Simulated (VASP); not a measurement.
Consider the following.

```yaml
crystal:
  lattice:
    - [0.00000, 2.18694, 2.18694]
    - [2.18694, 0.00000, 2.18694]
    - [2.18694, 2.18694, 0.00000]
  atoms:
    - { symbol: Ti, position: [0.00000, 0.00000, 0.00000] }
    - { symbol: C, position: [0.50000, 0.50000, 0.50000] }
```

Method: AM05 GGA, VASP's PBE PAW potentials (set 64) (plane waves; VASP). Run with 520 eV cut-off, 15×15×15 Γ-centred mesh, first-order Methfessel-Paxton smearing of 0.10 eV, potentials Ti_sv C.

Q: Give the stress tensor in GPa (positive for a compressed cell).

A: 
```
-13.87    0.00    0.00
  0.00  -13.87    0.00
  0.00    0.00  -13.87
```
The pressure is its mean diagonal, -13.87 GPa.

The compound is TiC in the rock salt structure. This cell is one point of a volume scan, at 1.06 of the reference volume.
